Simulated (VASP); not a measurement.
A run of VASP 6.6.1:

File INCAR:

```
SYSTEM = H22SO10
ALGO = Normal ; EDIFF = 1E-6
ENCUT = 520 ; GGA = PE
ISIF = 2 ; ISMEAR = -1
IVDW = 12 ; LASPH = .True.
LCHARG = .True. ; LELF = .True.
LREAL = Auto ; LVHAR = .True.
LWAVE = .False. ; NBANDS = 66
NELM = 100 ; PREC = Accurate
SIGMA = 0.05
```

The input KPOINTS:

```
k-points
0
Gamma
  1 1 1
  0 0 0
```

File POSCAR:

```
H22SO10
1.0
    6.8682850000      0.0000000000      0.0000000000
    0.0000000000      6.8682850000      0.0000000000
    0.0000000000      0.0000000000      6.8682850000
O H S
10 22 1
Direct
    0.3802404822     -0.0503619171      0.8171908999
    0.2900141738      0.8845876372      0.3331690517
    0.9824286558      0.0679208856      0.1616560757
    0.6756126165      0.4832938645      0.1038832838
    0.7577583050      0.3566392484      0.7202234619
    0.0225092581      0.7246496032      0.8870919014
    0.4488456725      0.3501165138      0.4210658119
    0.6516328312     -0.1316631444      0.1210928201
    0.2051603857      0.3533924408      0.9646221728
    0.7618495738     -0.0402720621      0.5911956187
    0.3165419024      0.0818690546      0.8356962473
    0.4005803487     -0.0552685277      0.6761076455
    0.1886060348      0.7813886582      0.3457486112
    0.2085382304      0.9830256025      0.2549253562
    0.8652669480     -0.0092890729      0.1437622347
    0.9858792988      0.1474749519      0.0532156135
    0.6434066146      0.4170473415     -0.0216793566
    0.6903761274      0.6192666728      0.0891634520
    0.8687612701      0.3897479502      0.6344524142
    0.6580245287      0.3970277879      0.6268377040
    0.0236885918      0.7928180033      1.0234141420
    0.1330463136      0.7964288028      0.8333375799
    0.4647011590      0.2050293487      0.4488893516
    0.5190524272      0.3678501984      0.2999438725
    0.5923895121     -0.1349536311     -0.0188693393
    0.5525979193     -0.1497608209      0.2240297250
    0.1545072751      0.4582221035      0.8715858471
    0.2210013126      0.4281854932      1.0885686893
    0.7432859877      0.0893527278      0.6369421187
    0.8153709405     -0.1228399812      0.6999127147
    1.1761742560      0.4424830944      0.4206144620
    0.9389825844      0.4764799364      0.2164878132
    1.0059862105      0.5440805092      0.3932713916
```

Potentials or basis: VASP PAW PBE potentials, release 64 (O, H, S).

Launch:

```sh
$ cat potpaw_PBE.64/O/POTCAR potpaw_PBE.64/H/POTCAR potpaw_PBE.64/S/POTCAR > POTCAR
$ mpirun -np 1 vasp_gam > vasp.out
```

Hardware: 1 thread of Intel(R) Xeon(R) Platinum 8488C (Sapphire Rapids) (shared host).

Question: Estimate the wall time of this run.

Answer: Wall time 46 s on 1 thread of Intel(R) Xeon(R) Platinum 8488C (Sapphire Rapids) (shared host), peak memory 0.36 GiB. Counts: scf iterations 16, k points 1.
